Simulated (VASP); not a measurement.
# A VASP study of SnAs (PBEsol): structure first, properties next

What structure and properties does PBEsol give SnAs, and how near are they to the measured ones? The steps: relaxing cell and atoms (PBEsol), second relaxation, single point with fields (PBEsol), band structure (PBEsol), density of states (PBEsol), vibrations at Γ (PBEsol), core-level energies (PBEsol), band structure (PBEsol + SOC) and a single point (PBEsol), changed input. The start is a cell from a database of measured crystal structures.

Main program and level: VASP 6.6.1; PBEsol; plane waves and PAW (Sn_d, As), in the first sound run; inputs show where later runs differ.

**Measured values to reproduce.**

“Detailed magneto-heat capacity analysis of SnAs topological superconductor” (2022, arxiv:2202.10664) reports for SnAs, NaCl-type (rock salt), by powder XRD, Rietveld refinement (crystal grown by two-step solid state reaction): lattice constant a (cubic a) 5.721 Å [measurement temperature not stated, presumably room temperature].

This is a report of a sequence of runs, with most program output left out.

The database entry behind the starting cell differs from later determinations by our own check (an axis about 0.7 % short against later determinations), so it need not match the best structure at ambient conditions.

**1. The starting structure**

Before any relaxation, the start is as follows. It takes space group Fm-3m (No. 225, cubic). Conventional cell: a = 5.681 Å, b = 5.681 Å, c = 5.681 Å, α = 90.00°, β = 90.00°, γ = 90.00°. Nearest to Sn lie 6 As at 2.84 Å. As has 6 Sn at 2.84 Å nearest. Farther neighbours are not listed.

**2. Relaxing cell and atoms (PBEsol)**

The start need not lie at this functional's minimum. ISIF = 3 frees volume, shape and positions, and EDIFFG sets the threshold on forces and stress at which the search stops. PBEsol restores the gradient expansion of exchange and is tuned for the cells of solids.

Input file INCAR:

```
SYSTEM = SnAs
PREC = Accurate
ENCUT = 400
EDIFF = 1E-06
NELM = 100
ISMEAR = 0
SIGMA = 0.05
LREAL = .FALSE.
ALGO = Normal
GGA = PS
NBANDS = 15
LORBIT = 11
LWAVE = .FALSE.
LCHARG = .FALSE.
KPAR = 2
IBRION = 2
NSW = 60
ISIF = 3
EDIFFG = -0.01
```

Input file POSCAR:

```
SnAs
1.0
    0.0000000000      2.8405000000      2.8405000000
    2.8405000000      0.0000000000      2.8405000000
    2.8405000000      2.8405000000      0.0000000000
Sn As
1 1
Direct
    0.0000000000      0.0000000000      0.0000000000
    0.5000000000      0.5000000000      0.5000000000
```

Input file KPOINTS:

```
Automatic mesh
0
Gamma
8 8 8
0 0 0
```

The projector-augmented-wave data sets are Sn_d and As (PBE family, release 64).

On the command line:

```
$ mpirun -np 2 vasp_std
```

Run time: 9.2 s. Hardware: 2 MPI ranks of AMD EPYC 9R45, shared host; peak memory 0.26 GiB; 18 s of CPU time.

This run has no spin polarisation. Its electron count is odd, so without a moment it is a metal by construction. The k-mesh is coarse for a metal. The PAW data sets were made with PBE, which is usual practice but a small mismatch for other functionals. The run keeps the 48 symmetry operations of its start, so it cannot find a distortion of lower symmetry.

The steps of the relaxation:

| step | energy less that of the first step (eV) | largest force (eV/Å) | pressure (GPa) | volume (Å³) |
| --- | --- | --- | --- | --- |
| 1 | 0.0000 | 0.0000 | 1.41 | 45.84 |
| 2 | -0.0031 | 0.0000 | -0.62 | 47.18 |
| 3 | -0.0040 | 0.0000 | -0.02 | 46.75 |

| conventional cell, symmetrised | before | after | change |
| --- | --- | --- | --- |
| a (Å) | 5.681 | 5.719 | +0.7 % |
| b (Å) | 5.681 | 5.719 | +0.7 % |
| c (Å) | 5.681 | 5.719 | +0.7 % |
| volume (Å³/atom) | 22.92 | 23.38 | +2.0 % |

Final coordinates:

```
Sn As
1.0
     0.00000    2.85931    2.85931
     2.85931    0.00000    2.85931
     2.85931    2.85931    0.00000
Sn As
1 1
Direct
  0.00000 0.00000 0.00000
  0.50000 0.50000 0.50000
```

Numbers from this step:

- electrons: 19
- bands: 15
- irreducible k-points: 29
- symmetry operations: 48
- free energy (TOTEN): -9.505 eV
- energy at zero smearing: -9.503 eV
- Fermi energy: 6.835 eV
- pressure: -0.01691 GPa
- metallic: yes
- SCF cycles over all ionic steps: 25

It ends with forces that vanish by symmetry and a pressure of -0.02 GPa. The volume lies +2.0 % from that of the database's start.

**3. Second relaxation**

A relaxation keeps the plane waves of the cell it began with, so it is repeated from the new cell, on a basis made for it.

INCAR is that of step 2.

Input file POSCAR:

```
SnAs
1.0
    0.0000000000      2.8593080381      2.8593080381
    2.8593080381      0.0000000000      2.8593080381
    2.8593080381      2.8593080381      0.0000000000
Sn As
1 1
Direct
    0.0000000000      0.0000000000      0.0000000000
    0.5000000000      0.5000000000      0.5000000000
```

KPOINTS is that of step 2.

On the command line:

```
$ mpirun -np 2 vasp_std
```

It took 4.8 s on 2 MPI ranks; peak memory 0.26 GiB; 8.4 s of CPU time.

Little changed from the start: no atom moved by 0.005 Å and no cell edge by 0.1 %.

Numbers from this step:

```yaml
energy_at_zero_smearing: -9.504 eV
pressure: -0.008113 GPa
scf_cycles_over_all_ionic_steps: 12
```

It ends with forces that vanish by symmetry and a pressure of -0.01 GPa. The volume moved by under 0.01 %: the run met its threshold at the first step.

**4. Single point with fields (PBEsol)**

A single point on the relaxed cell gives a clean self-consistent state, with density, ELF and potential written out.

Edit INCAR of step 3 so:

```diff
@@ -13,7 +13,5 @@
 LWAVE = .FALSE.
-LCHARG = .FALSE.
-KPAR = 2
-IBRION = 2
-NSW = 60
-ISIF = 3
-EDIFFG = -0.01
+LCHARG = .TRUE.
+ISIF = 2
+LELF = .TRUE.
+LVHAR = .TRUE.
```

POSCAR is that of step 3.

KPOINTS is that of step 3.

On the command line:

```
$ mpirun -np 2 vasp_std
```

Run time: 5.2 s. Hardware: 2 MPI ranks; peak memory 0.21 GiB.

Numbers from this step:

| Quantity | Value |
| --- | --- |
| SCF cycles | 12 |
| bands | 16 |
| pressure | -0.004437 GPa |

Valence electrons inside each PAW sphere by angular momentum. Sphere charges, by row:

```csv
atom,s (e),p (e),d (e),tot (e)
Sn1,1.224,0.946,10.02,12.19
As2,1.266,1.446,0.033,2.745
```

Electrostatic potential energy in the ac plane of the conventional cell at fractional y = 0.000, with atoms of Sn and As within 0.2 Å of it. With pseudopotentials it is smooth inside the atoms' cores, unlike the true potential.

Ten even steps from '0' (-95 eV) to '9' (2 eV), each cell a mean:
```
0169985665799830
3589997556899963
7899999889999998
9999999999999999
9999999999999999
7899998657999987
5589985113799965
8579973001599856
6579983001699856
5689996335899975
8999999878999998
9999999999999999
9999999999999999
5799998778999986
1379996555899851
0159985685799730
```
Columns run along a (5.7 Å; values clipped at the 3rd and 97th percentile), rows up along c (5.7 Å), edges of the conventional cell, whose origin can differ from the input's. Atoms in or near the plane, at fractional coordinates: Sn at (0.00, 0.00), Sn at (0.50, 0.50), As at (0.50, 0.00), As at (0.00, 0.50).

ELF in the ac plane of the conventional cell at fractional y = 0.000, with atoms of Sn and As within 0.2 Å of it. It is the smooth field of the valence electrons, not physical close to the nuclei.

Ten even steps from '_' (0.13) to '@' (0.82), each cell a mean:
```
__..----**@@@@####@@@@%%====::__
::------==##@@@@@@@@@@**------::
==--::..::++##@@@@%%**--..::--==
====::____::==****++--____..--==
%%##==..__..----==--::____--**%%
@@@@##==::::----------::--**@@@@
%%@@@@##==----..__::----++%%@@@@
**%%@@%%====::__..__--==**@@@@##
##@@@@%%====::____..----**@@@@##
@@@@@@**------::::------==##@@@@
@@%%**--..::--====--::..::++##@@
**++--____..--======::____::==**
==--::____--**%%%%##==..__..----
------::--**@@@@@@@@##==::::----
__::----++%%@@@@%%@@@@##==----..
..__--==**@@@@##**%%@@%%====::__
```
Columns run along a (5.7 Å), rows up along c (5.7 Å), edges of the conventional cell, whose origin can differ from the input's. Atoms in or near the plane, at fractional coordinates: Sn at (0.00, 0.00), Sn at (0.50, 0.50), As at (0.50, 0.00), As at (0.00, 0.50).

Valence density in the ac plane of the conventional cell at fractional y = 0.000, with atoms of Sn and As within 0.2 Å of it. It is the smooth field of the valence electrons, not physical close to the nuclei.

Ten steps, logarithmic in the rise over the least value, from '0' (0 e/Å³) to '9' (11 e/Å³), each cell a mean:
```
9853334323433479
7643334444333357
4332223343322234
3322223333222233
3322223333222233
4432234554322334
3443336887433343
0343347998533442
2343347998533343
4433335776433344
4332223443322233
3322223333222233
3322223333222233
5432233444322345
8743334334433368
9853344203433479
```
Columns run along a (5.7 Å), rows up along c (5.7 Å), edges of the conventional cell, whose origin can differ from the input's. Atoms in or near the plane, at fractional coordinates: Sn at (0.00, 0.00), Sn at (0.50, 0.50), As at (0.50, 0.00), As at (0.00, 0.50).

In this run the pressure is 0.00 GPa, small enough to go on.

**5. Band structure (PBEsol)**

Levels along the symmetry lines show where the bands peak and cross; KPOINTS_OPT computes them in the converged potential.

Input file INCAR:

```
SYSTEM = SnAs
PREC = Accurate
ENCUT = 400
EDIFF = 1E-06
NELM = 100
ISMEAR = 0
SIGMA = 0.05
LREAL = .FALSE.
ALGO = Normal
GGA = PS
NBANDS = 21
LORBIT = 11
LWAVE = .FALSE.
LCHARG = .FALSE.
KPAR = 2
```

POSCAR is that of step 4.

KPOINTS is that of step 4.

Input file KPOINTS_OPT:

```
Line mode
16
Line-mode
Reciprocal
  0.00000000   0.00000000   0.00000000 GAMMA
  0.50000000   0.00000000   0.50000000 X

  0.50000000   0.00000000   0.50000000 X
  0.50000000   0.25000000   0.75000000 W

  0.50000000   0.25000000   0.75000000 W
  0.37500000   0.37500000   0.75000000 K

  0.37500000   0.37500000   0.75000000 K
  0.00000000   0.00000000   0.00000000 GAMMA

  0.00000000   0.00000000   0.00000000 GAMMA
  0.50000000   0.50000000   0.50000000 L

  0.50000000   0.50000000   0.50000000 L
  0.62500000   0.25000000   0.62500000 U

  0.62500000   0.25000000   0.62500000 U
  0.50000000   0.25000000   0.75000000 W

  0.50000000   0.25000000   0.75000000 W
  0.50000000   0.50000000   0.50000000 L

  0.50000000   0.50000000   0.50000000 L
  0.37500000   0.37500000   0.75000000 K

  0.62500000   0.25000000   0.62500000 U
  0.50000000   0.00000000   0.50000000 X
```

On the command line:

```
$ mpirun -np 2 vasp_std
```

The job ended after 23 s (2 MPI ranks; peak memory 0.29 GiB).

Spin-orbit coupling is off here; with elements this heavy it splits and shifts levels by tenths of an eV or more.

Numbers from this step:

```yaml
bands: 21
pressure: -0.001049 GPa
```

Electronic bands along the path, in eV, zero at the Fermi level; # counts the bands kept:

```csv
point,#1,#2,#3,#4,#5,#6,#7,#8
Γ,-2.54,-0.97,-0.97,-0.97,5.59,5.59,5.59,6.11
0.47 of the way,-5.03,-2.16,-2.16,-0.51,3.80,3.93,6.00,6.00
X,-5.75,-5.44,-3.20,-3.20,2.78,7.66,7.66,9.18
0.47 of the way,-6.31,-5.52,-3.70,-1.66,3.68,5.47,7.94,8.44
W,-6.98,-4.74,-4.74,1.03,2.27,6.06,6.06,8.97
0.53 of the way,-7.06,-5.11,-3.71,-0.37,3.64,5.10,7.34,7.58
K,-7.11,-5.22,-2.56,-1.71,4.62,5.16,6.26,7.85
0.47 of the way,-6.37,-3.01,-0.30,1.35,2.00,2.30,5.32,7.36
Γ,-2.54,-0.97,-0.97,-0.97,5.59,5.59,5.59,6.11
0.47 of the way,-5.54,-0.87,-0.87,0.68,3.28,3.28,3.64,6.50
L,-8.41,-0.49,-0.49,0.95,1.46,1.46,2.50,9.91
0.53 of the way,-7.97,-3.37,-1.66,-0.53,3.22,3.51,5.99,7.51
U,-7.11,-5.22,-2.56,-1.71,4.62,5.16,6.26,7.85
0.47 of the way,-7.06,-5.11,-3.71,-0.37,3.64,5.10,7.34,7.58
W,-6.98,-4.74,-4.74,1.03,2.27,6.06,6.06,8.97
0.47 of the way,-7.83,-3.45,-2.94,0.81,1.74,5.07,6.26,7.72
L,-8.41,-0.49,-0.49,0.95,1.46,1.46,2.50,9.91
0.47 of the way,-8.07,-2.97,-1.48,-0.31,2.92,3.16,5.50,7.86
K,-7.11,-5.22,-2.56,-1.71,4.62,5.16,6.26,7.85
jump to U,-7.11,-5.22,-2.56,-1.71,4.62,5.16,6.26,7.85
0.47 of the way,-6.18,-5.59,-3.02,-2.57,3.40,6.66,7.07,8.73
X,-5.75,-5.44,-3.20,-3.20,2.78,7.66,7.66,9.18
```

The largest weight of each band there:

| point | #1 | #2 | #3 | #4 | #5 | #6 | #7 | #8 |
| --- | --- | --- | --- | --- | --- | --- | --- | --- |
| Γ | Sn 0.55 | As 0.69 | As 0.69 | As 0.69 | Sn 0.78 | Sn 0.78 | Sn 0.78 | Sn 0.63 |
| X | Sn 0.52 | Sn 0.84 | As 0.56 | As 0.56 | Sn 0.68 | Sn 0.57 | Sn 0.57 | As 0.71 |
| W | Sn 0.90 | Sn 0.50 | Sn 0.50 | As 0.68 | Sn 0.83 | As 0.74 | As 0.74 | Sn 0.64 |
| K | Sn 0.87 | Sn 0.51 | As 0.58 | Sn 0.61 | As 0.69 | Sn 0.61 | Sn 0.71 | As 0.79 |
| Γ | Sn 0.55 | As 0.69 | As 0.69 | As 0.69 | Sn 0.78 | Sn 0.78 | Sn 0.78 | Sn 0.63 |
| L | Sn 0.83 | As 0.87 | As 0.87 | Sn 0.57 | Sn 0.91 | Sn 0.91 | Sn 0.61 | As 0.73 |

There is no gap at this level.

**6. Density of states (PBEsol)**

A density of states needs more k-points than a total energy; ISMEAR = -5 takes tetrahedra, and LORBIT projects the states on the PAW spheres. The mesh is finer than in the run before.

Edit INCAR of step 5 so:

```diff
@@ -5,3 +5,3 @@
 NELM = 100
-ISMEAR = 0
+ISMEAR = -5
 SIGMA = 0.05
@@ -15 +15,2 @@
 KPAR = 2
+NEDOS = 2001
```

POSCAR is that of step 5.

Input file KPOINTS:

```
Automatic mesh
0
Gamma
12 12 12
0 0 0
```

On the command line:

```
$ mpirun -np 2 vasp_std
```

It took 13 s on 2 MPI ranks; peak memory 0.31 GiB.

With tetrahedra the forces and stress of a metal are not exact derivatives of the energy.

Numbers from this step:

```yaml
scf_cycles: 13
irreducible_k_points: 72
free_energy_toten: -9.538 eV
fermi_energy: 6.961 eV
pressure: -0.1436 GPa
dos_at_the_fermi_level: 0.7370 states/eV/cell
```

The density of states has structure finer than the step of the table below, so its rows give means over 1 eV, whole bins alone (the curve runs from -12.0 to 7.89 eV). Peaks (eV: height): total -10.6: 1.77, 3.6: 1.67, 4.9: 1.95, 6.4: 1.56; As p -1.1: 0.413, 0.5: 0.307, 4.9: 0.364, 6.4: 0.278; Sn p -3.2: 0.244, 2.1: 0.493, 4.9: 0.349, 7.4: 0.319; Sn s -7.6: 0.573, 0.5: 0.180; As s -10.6: 1.03.

States under -12.0 eV and over 7.9 eV are left out. Density of states against energy, zero at the Fermi level; means over each step; values in states/eV/cell:

```csv
energy (eV),total,As p,Sn p,Sn s,As s,Sn d
-11,1.22,0.00407,0.0421,0.0540,0.658,0.0134
-10,0.110,7.8e-5,0.00260,0.00189,0.0661,0.00220
-9,5.6e-4,5.3e-5,4.0e-6,2.6e-4,8.3e-6,4.0e-6
-8,0.596,0.0515,0.00645,0.279,0.0225,0.00249
-7,0.861,0.0685,0.0155,0.387,0.0737,0.00401
-6,0.405,0.0369,0.0154,0.145,0.0634,0.00255
-5,0.539,0.0912,0.0844,0.0593,0.0288,0.00322
-4,0.800,0.167,0.145,0.0360,0.0183,0.00888
-3,1.20,0.297,0.221,0.0302,0.0145,0.0171
-2,1.19,0.328,0.195,0.0397,0.0162,0.0246
-1,1.11,0.336,0.147,0.0589,0.0181,0.0317
0,0.824,0.187,0.128,0.109,0.0192,0.0225
1,0.497,0.0929,0.0909,0.0613,0.0273,0.0110
2,1.01,0.0951,0.355,0.0207,0.0503,0.0163
3,1.11,0.146,0.283,0.0371,0.0405,0.0422
4,1.18,0.186,0.213,0.0476,0.0212,0.0575
5,1.46,0.279,0.266,0.0409,0.0161,0.0623
6,1.32,0.236,0.269,0.0268,0.0134,0.0653
7,1.36,0.213,0.287,0.0162,0.0115,0.0912
```

The finer mesh and the other smearing move the Fermi level by +0.13 eV from the 8×8×8 run, one measure of the sampling error in the zero of the bands above. Of the states within 0.3 eV of the Fermi level, the largest shares in the PAW spheres are As p 23 %, Sn p 16 % and Sn s 13 %. The rest lies in smaller channels or between the spheres.

**7. Vibrations at Γ (PBEsol)**

Zone-centre modes test whether the atoms sit at a minimum within this cell. IBRION = 8 takes the force constants from linear response, which needs tightly converged orbitals.

Input file INCAR:

```
SYSTEM = SnAs
PREC = Accurate
ENCUT = 400
EDIFF = 1E-08
NELM = 100
ISMEAR = 1
SIGMA = 0.2
LREAL = .FALSE.
ALGO = Normal
GGA = PS
NBANDS = 15
LORBIT = 11
LWAVE = .FALSE.
LCHARG = .FALSE.
KPAR = 2
IBRION = 8
ISIF = 2
```

POSCAR is that of step 6.

KPOINTS is that of step 6.

On the command line:

```
$ mpirun -np 2 vasp_std
```

Wall time 73 s (2 MPI ranks); peak memory 0.58 GiB.

Energies printed during the response cycles are not total energies of the cell.

Numbers from this step:

```
bands                     : 15
pressure of the cell      : -0.1674 GPa
largest force of the cell : 0 eV/Å
Fermi energy              : 6.987 eV
```

Modes at Γ, with each element's share of the kinetic energy:

```
mode  frequency (cm⁻¹)  symmetry  Sn %  As %
   1              -0.3  acoustic    61    39
   2              -0.3  acoustic    61    39
   3              -0.3  acoustic    61    39
   4              93.9       T1u    39    61
   5              93.9       T1u    39    61
   6              93.9       T1u    39    61
```

Displacements in mode 5 (93.9 cm⁻¹), the largest set to 1:
```
Sn1  0.00  0.00 -0.64
As2  0.00  0.00  1.00
```

The three acoustic modes lie within 0.3 cm⁻¹ of zero, and all others are real. By the characters of their eigenvectors the optical modes sort into (cm⁻¹) infrared active: T1u 94.

**8. Core-level energies (PBEsol)**

ICORELEVEL = 1 prints the core eigenvalues in the potential of the ground state.

Input file INCAR:

```
SYSTEM = SnAs
PREC = Accurate
ENCUT = 400
EDIFF = 1E-06
NELM = 100
ISMEAR = 0
SIGMA = 0.05
LREAL = .FALSE.
ALGO = Normal
GGA = PS
NBANDS = 15
LORBIT = 11
LWAVE = .FALSE.
LCHARG = .FALSE.
KPAR = 2
ICORELEVEL = 1
```

POSCAR is that of step 7.

Input file KPOINTS:

```
Automatic mesh
0
Gamma
8 8 8
0 0 0
```

On the command line:

```
$ mpirun -np 2 vasp_std
```

Run time: 4.6 s. Hardware: 2 MPI ranks; peak memory 0.25 GiB; 8.3 s of CPU time.

These are scalar-relativistic Kohn-Sham levels of the ground state, with no core hole, so they are not binding energies.

Numbers from this step:

```
SCF cycles           : 12
irreducible k-points : 29
free energy (TOTEN)  : -9.505 eV
Fermi energy         : 6.835 eV
pressure             : -0.008113 GPa
```

Kohn-Sham core levels. Core levels, by row:

```csv
atom,shell,level below the Fermi level (eV)
Sn1,1s,29003
Sn1,2s,4374
Sn1,2p,3926
Sn1,3s,840.6
Sn1,3p,694.1
Sn1,3d,468.8
Sn1,4s,129.4
Sn1,4p,85.19
As2,1s,11712
As2,2s,1481
As2,2p,1298
As2,3s,184.8
As2,3p,128.1
As2,3d,35.16
```

(Continued in part 2 of 2.)

[Lines on the potential files, build, host, timing and source positions are cut from VASP's logs without a mark.]

[Logs are printed without paths, hosts, clocks, repeated set-up lines and the standing remarks that a program may print on its own settings, such as how far it seeks lower states.]

[Hosts, paths, dates, database ids (printed as entryN), source tags and the programs' standing remarks are cut or masked in the printed files.]

[Measured values are set beside computed ones only where the two were judged alike; some that the calculation misses by far are left out.]

[In band tables of VASP the shares of atoms and orbitals are scaled to a sum of 1 inside the atoms' spheres.]
